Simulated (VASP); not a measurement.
Calculation: PBEsol GGA, VASP's PBE PAW potentials (set 64) (plane waves; VASP).

Input for VASP

### KPOINTS
```
Regular mesh
0
Gamma
 13 13 13
```

### POSCAR
```
Si
1.0
  0.0000000000   2.4802787011   2.4802787011
  2.4802787011   0.0000000000   2.4802787011
  2.4802787011   2.4802787011   0.0000000000
Si
2
Cart
  4.9605574022   4.9605574022   4.9605574022
  1.2401393506   1.2401393506   1.2401393506
```

INCAR:
```
GGA=PS
ISIF=3   ! ions, shape and volume
SYSTEM=Si
LWAVE=.False.
ENCUT=500   ! plane-wave cut-off (eV)
EDIFF=1E-6
NSW=40
LCHARG=.False.
NELM=100   ! most electronic steps
LREAL=.False.   ! projection in real space or not
PSTRESS=450
LASPH=.True.   ! aspherical one-centre terms
ALGO=Normal   ! blocked Davidson
SIGMA=0.1
ISMEAR=1   ! Methfessel-Paxton
IBRION=2
PREC=Accurate
EDIFFG=-0.02
```

POTCAR, in this order: Si (PBE.64 set). Program: vasp_std.

What will the output report for the number of irreducible k-points (NKPTS), largest plane-wave count, number of space-group operations, FFT grid (NGX, NGY, NGZ)?

| Item | Result |
|---|---|
| number of irreducible k-points (NKPTS) | 84 |
| largest plane-wave count | 791 |
| number of space-group operations | 48 |
| FFT grid (NGX, NGY, NGZ) | 28 × 28 × 28 |

The compound is Si in the diamond structure. It was relaxed first under an external pressure of 45 GPa.
